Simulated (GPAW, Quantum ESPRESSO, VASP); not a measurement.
**Code comparison for HfBRh3 (P1, 5 atoms in the cell)**

Self-consistent single point, at a second geometry (atoms moved at random). First geometry:

```xyz
5
Lattice="4.0953 0.0000 0.0000 0.0000 4.0953 0.0000 0.0000 0.0000 4.0953" Properties=species:S:1:pos:R:3 pbc="T T T"
Hf     0.0000     0.0000     0.0000
B      2.0476     2.0476     2.0476
Rh     0.0000     2.0476     2.0476
Rh     2.0476     0.0000     2.0476
Rh     2.0476     2.0476     0.0000
```

Second geometry:
```yaml
crystal:
  lattice:
    - [4.09526, 0.00000, 0.00000]
    - [0.00000, 4.09526, 0.00000]
    - [0.00000, 0.00000, 4.09526]
  atoms:
    - { symbol: Hf, position: [0.99354, 0.99535, 0.99419] }
    - { symbol: B, position: [0.51815, 0.50150, 0.49814] }
    - { symbol: Rh, position: [0.99352, 0.49438, 0.50897] }
    - { symbol: Rh, position: [0.49335, 0.00426, 0.49638] }
    - { symbol: Rh, position: [0.50145, 0.50452, 0.00231] }
```

Shared settings, as Quantum ESPRESSO writes them: occupations = smearing; smearing = gauss; degauss = 0.0036749 Ry; K_POINTS = automatic 6 6 6 0 0 0. Potentials and cutoffs stand in the table.

```json
[
 {"code": "Quantum ESPRESSO", "model": "PBEsol, GBRV 1.5 ultrasoft (PBESOL) pseudopotentials", "ΔF from the first geometry (meV/atom)": "16.1", "pressure (GPa)": "-3.89", "largest force (eV/Å)": "1.546", "cutoff": "40 Ry"},
 {"code": "VASP", "model": "PBEsol, VASP's PBE PAW potentials (set 64)", "ΔF from the first geometry (meV/atom)": "16.2", "pressure (GPa)": "-3.53", "largest force (eV/Å)": "1.558", "cutoff": "400 eV"},
 {"code": "GPAW", "model": "PBEsol, GPAW PAW datasets PBEsol (made by gpaw-setup)", "ΔF from the first geometry (meV/atom)": "15.5", "pressure (GPa)": "–", "largest force (eV/Å)": "1.493", "cutoff": "900 eV"}
]
```

Size of the force on each atom (eV/Å): Sizes of forces hide their directions.

```tsv
code	Hf1	B2	Rh3	Rh4	Rh5
Quantum ESPRESSO	0.196	1.285	1.546	0.364	0.384
VASP	0.194	1.302	1.558	0.364	0.383
GPAW	0.208	1.231	1.493	0.356	0.381
```

A dash marks a value that a program does not give, or that is left out as unsure.

On Quantum ESPRESSO's run: spin-orbit coupling is off. Spin polarisation is off.

The spread over the programs that give each value: ΔF from the first geometry within 0.7 meV/atom; pressure within 0.36 GPa; largest force within 0.065 eV/Å.

The pressure of GPAW is left out: its cutoff lies under the one at which its stress was checked.

VASP's run is marked for a possible Pulay error in its stress at this cutoff; no cutoff test was made.

The starting cell comes from a database of computed structures (which also holds hypothetical and non-ambient phases and stackings), without a prior relaxation at this level. For this run, on top of that: atoms moved at random.

Left out of this page: Ansatz, CP2K and SIESTA (not drawn, or without a comparable value).
